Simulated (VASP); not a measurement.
Input:

```xyz
6
Lattice="4.6397 0.0000 0.0000 0.0000 4.6397 0.0000 0.0000 0.0000 3.0654" Properties=species:S:1:pos:R:3 pbc="T T T"
Mg     4.6397     0.0000     0.0000
Mg     2.3199     2.3199     1.5327
F      1.4045     1.4045     0.0000
F      3.7244     0.9153     1.5327
F      0.9153     3.7244     1.5327
F      3.2352     3.2352     0.0000
```

Computed with optB88-vdW, VASP's PBE PAW potentials (set 64) (plane waves; VASP). Settings: 520 eV cut-off, Gaussian smearing of 0.050 eV, potentials Mg F.

Estimate the band gap (along the path) with the smallest direct gap where there is one.

```json
{
  "band gap (along the path)": "7.10 eV",
  "smallest direct gap (along the path)": "7.10 eV"
}
```

Only differences to runs with the same potentials and settings are physical.

The compound is MgF2 in the rutile structure. It was relaxed first.
